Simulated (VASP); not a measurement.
BaS (rock salt): the bulk modulus from VASP (plane waves, PAW) at several levels of theory. Static lattice, third-order Birch-Murnaghan fit over five volumes.

| level | bulk modulus (GPa) |
|---|---|
| LDA | 50.2 |
| PBE | 41.3 |
| PBEsol | 45.9 |
| PW91 | 41.9 |
| PBE-D3 (zero damping) | 42.7 |
| vdW-DF2 | 40.0 |
| vdW-DF-cx | 45.8 |
| MS2 | 44.6 |
| SCAN | 44.6 |
| r2SCAN | 44.1 |

The cell of the LDA run:

```
BaS
1.0
    0.00000     3.15180     3.15180
    3.15180     0.00000     3.15180
    3.15180     3.15180     0.00000
Ba S
1 1
Direct
  0.00000   0.00000   0.00000
  0.50000   0.50000   0.50000
```

Only levels that ran to the end are used. Left out are those held back, those with too coarse a band path, GW runs whose mesh misses a band edge, hybrids' fits of cells that aren't cubic and levels without matching references; a question may draw on a part of the rest.

The compound is BaS in the rock salt structure.
